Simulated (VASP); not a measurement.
# Tc3Sn (P-6m2) in VASP: further runs, part 2 of 2

VASP 6.6.1.

## Step 4: Single point, PBEsol

This run uses another cell than the first one, of 15.33 Å³/atom, 0.988 times its volume.

INCAR reads:

```
SYSTEM = Tc3Sn
ALGO = Fast
EDIFF = 1E-7
ENCUT = 520
GGA = PS
ISIF = 2
ISMEAR = -1
LASPH = .True.
LCHARG = .False.
LREAL = .False.
LWAVE = .False.
NBANDS = 34
NELM = 100
PREC = Accurate
SIGMA = 0.05
```

KPOINTS reads:

```
k-points
0
Gamma
  6 6 6
  0 0 0
```

POSCAR reads:

```
Tc3Sn
1.0
    4.4258727113      0.0000000000      0.0000000000
    2.2129363557      3.8329182019      0.0000000000
    2.2129363557      1.2776394006      3.6137099364
Tc Sn
3 1
Direct
    0.2500000000      0.2500000000      0.2500000000
    0.7500000000      0.7500000000      0.7500000000
    0.5000000000      0.5000000000      0.5000000000
    0.0000000000      0.0000000000      0.0000000000
```

Potentials or basis: VASP PAW PBE potentials, release 64 (Tc_pv, Sn_d).

Started as:

```
$ cat potpaw_PBE.64/Tc_pv/POTCAR potpaw_PBE.64/Sn_d/POTCAR > POTCAR
$ mpirun -np 1 vasp_std > vasp.out
```

OUTCAR:

```text
SYSTEM = Tc3Sn
   EDIFF = 1E-7
   ENCUT = 520
   GGA = PS
   ISIF = 2
   ISMEAR = -1
   LASPH = .True.
   LREAL = .False.
   NELM = 100
   PREC = Accurate

 ion  position               nearest neighbor table
   1  0.250  0.250  0.250-   4 2.71   3 2.71   3 2.71   4 2.71   3 2.71   4 2.71   4 2.71   3 2.71
                             2 3.13   2 3.13   2 3.13   2 3.13   2 3.13   2 3.13
   2  0.750  0.750  0.750-   3 2.71   4 2.71   4 2.71   3 2.71   4 2.71   3 2.71   4 2.71   3 2.71
                             1 3.13   1 3.13   1 3.13   1 3.13   1 3.13   1 3.13
[... 788 lines left out ...]
  --------------------------------------------------------------------------------------
  -------------------------------------------------------------------------------------
  Total       -0.1150543     -0.1150543     -0.1150543     -0.0000000      0.0000000     -0.0000000
  in kB       -3.0069884     -3.0069884     -3.0069884     -0.0000000      0.0000000     -0.0000000
  external PRESSURE =      -3.0069884 kB  Pullay stress =       0.0000000 kB

 VOLUME and BASIS-vectors are now :
 -----------------------------------------------------------------------------
  energy-cutoff  :      520.00
  volume of cell :       61.30
      direct lattice vectors                 reciprocal lattice vectors
     4.425872711  0.000000000  0.000000000     0.225944139 -0.130448910 -0.092241309
     2.212936356  3.832918202  0.000000000     0.000000000  0.260897819 -0.092241309
     2.212936356  1.277639401  3.613709936     0.000000000  0.000000000  0.276723926

 POSITION                                       TOTAL-FORCE (eV/Angst)
 -----------------------------------------------------------------------------------
      2.21294      1.27764      0.90343         0.000000     -0.000000     -0.000000
      6.63881      3.83292      2.71028        -0.000000      0.000000     -0.000000
      4.42587      2.55528      1.80685         0.000000      0.000000      0.000000
      0.00000      0.00000      0.00000         0.000000      0.000000      0.000000
 -----------------------------------------------------------------------------------
    total drift:                                0.000000      0.000000      0.000000

  FREE ENERGIE OF THE ION-ELECTRON SYSTEM (eV)
  ---------------------------------------------------
  free  energy   TOTEN  =       -37.1254785287 eV

  energy  without entropy=      -37.0838610711  energy(sigma->0) =      -37.10466980
```

stdout:

```text
POSCAR found type information on POSCAR TcSn
 POSCAR found :  2 types and       4 ions
 scaLAPACK will be used
 -----------------------------------------------------------------------------
|                                                                             |
|                                                                             |
|     You enforced a specific xc type in the INCAR file but a different       |
|     I HOPE YOU KNOW WHAT YOU ARE DOING!                                     |
|                                                                             |
 -----------------------------------------------------------------------------

 LDA part: xc-table for (Slater+PW92), standard interpolation
 POSCAR, INCAR and KPOINTS ok, starting setup
 FFT: planning ... GRIDC
 FFT: planning ... GRID_SOFT
 FFT: planning ... GRID
 WAVECAR not read
 entering main loop
 num prob  num prob RMM:  18    -0.371254785287E+02   -0.18511E-07   -0.25459E-07   932   0.339E-03
```

Wall time 47 s (1 thread of Intel Xeon Platinum 8488C (Sapphire Rapids), shared host); peak memory 0.2 GiB.

Results:

```yaml
Free_energy: -37.1255 eV
Pressure: -0.3 GPa
Band_gap_on_the_k_mesh: none (metal or under the smearing width)
```

Caveat: the PAW data sets were made with another functional, which shifts forces and pressure a little.

## Step 5: Relaxation of cell and atoms, PBEsol

This run uses another cell than the first one, of 15.96 Å³/atom, 1.029 times its volume.

INCAR reads:

```
PREC     = Accurate       # precision mode
ENCUT    = 600            # plane-wave cutoff, eV
EDIFF    = 1E-6           # SCF threshold, eV
ISMEAR   = -1             # smearing method
SIGMA    = 0.05           # smearing width, eV
LREAL    = F              # projectors in reciprocal space
LASPH    = T              # aspherical terms in the spheres
NELM     = 100            # most SCF steps
ALGO     = Normal         # electronic algorithm
ISIF     = 8              # what is computed and relaxed
LWAVE    = F              # write WAVECAR
LCHARG   = F              # write CHGCAR
GGA      = PS             # functional
IBRION   = 2              # ionic algorithm
NSW      = 80             # ionic steps
EDIFFG   = -0.02          # ionic threshold
```

KPOINTS reads:

```
Automatic mesh
0
Gamma
  6 6 6
```

POSCAR reads:

```
Tc3Sn
1.0
    4.4861600000      0.0000000000      0.0000000000
    2.2430800000      3.8851285254      0.0000000000
    2.2430800000      1.2950428418      3.6629343015
Tc Sn
3 1
Direct
    0.2500000000      0.2500000000      0.2500000000
    0.7500000000      0.7500000000      0.7500000000
    0.5000000000      0.5000000000      0.5000000000
    0.0000000000      0.0000000000      0.0000000000
```

Started as:

```
$ cat potpaw_PBE.64/Tc_pv/POTCAR potpaw_PBE.64/Sn_d/POTCAR > POTCAR
$ mpirun -np 1 vasp_std > vasp.out
```

Wall time 1.7 min (1 thread of Intel Xeon Platinum 8488C (Sapphire Rapids), shared host); peak memory 0.23 GiB.

The run converged. Its results:

- Free energy: -37.1282 eV
- Relaxed volume: 15.32 Å³/atom
- Relaxed cell: a = 4.425 Å, b = 4.425 Å, c = 4.425 Å, α = 60.00°, β = 60.00°, γ = 60.00°
- Space group after relaxing (to 0.05 Å): Fm-3m (No. 225)
- Energy gained by relaxing: 20.2 meV/atom
- Ionic steps: 4
- Pressure after relaxing: 0.0 GPa
- Band gap on the k mesh: none (metal or under the smearing width)

Step by step:
```csv
step,energy change (eV),largest force (eV/Å),pressure (GPa),volume (Å³)
1,0.0000,0.0000,-9.62,63.84
2,0.4623,0.0000,32.64,55.39
3,-0.0806,0.0000,-0.40,61.35
4,-0.0807,0.0000,-0.05,61.27
```

Final structure:
```cif
data_structure
_symmetry_space_group_name_H-M 'P 1'
_symmetry_Int_Tables_number 1
_cell_length_a 4.4251
_cell_length_b 4.4251
_cell_length_c 4.4251
_cell_angle_alpha 60.000
_cell_angle_beta 60.000
_cell_angle_gamma 60.000
_cell_volume 61.27
loop_
_atom_site_label
_atom_site_type_symbol
_atom_site_fract_x
_atom_site_fract_y
_atom_site_fract_z
_atom_site_occupancy
Tc1 Tc 0.25000 0.25000 0.25000 1
Tc2 Tc 0.75000 0.75000 0.75000 1
Tc3 Tc 0.50000 0.50000 0.50000 1
Sn1 Sn 0.00000 0.00000 0.00000 1
```

Levels at points of the mesh, in eV from the Fermi level:
| k point | band 23 | band 24 | band 25 | band 26 | band 27 | band 28 | band 29 | band 30 |
| --- | --- | --- | --- | --- | --- | --- | --- | --- |
| (0.00, 0.00, 0.00) | -2.71 | 0.73 | 0.73 | 0.75 | 0.75 | 0.75 | 1.51 | 1.51 |
| (0.50, 0.00, 0.00) | -2.06 | -1.18 | -1.18 | -0.90 | 0.54 | 0.54 | 0.74 | 0.74 |
| (0.50, 0.50, 0.00) | -2.62 | -1.69 | -0.57 | -0.57 | -0.03 | 0.16 | 0.49 | 1.41 |

Caveat: the PAW data sets were made with another functional, which shifts forces and pressure a little.

## Step 6: Summary

```tsv
task	cell	k mesh	cutoff (eV)	gap on the mesh (eV)	pressure (GPa)	relaxed volume (Å³/atom)
single point	P-6m2, 15.51 Å³/atom	9 × 9 × 3	520	none	-0.4	-
relaxation of cell and atoms	relaxed	9 × 9 × 3	600	none	0.0	15.50
single point	Fm-3m, 15.33 Å³/atom	6 × 6 × 6	520	none	-0.3	-
relaxation of cell and atoms	relaxed	6 × 6 × 6	600	none	0.0	15.32
```

Alike in all rows: level PBEsol; potentials or basis VASP PAW PBE potentials, release 64 (Tc_pv, Sn_d); no spin polarisation; smearing fermi-dirac 0.05 eV.

Caveats: the PAW data sets were made with another functional, which shifts forces and pressure a little.

Total energies depend on the potentials used, so only differences within one code and one set of settings carry meaning.
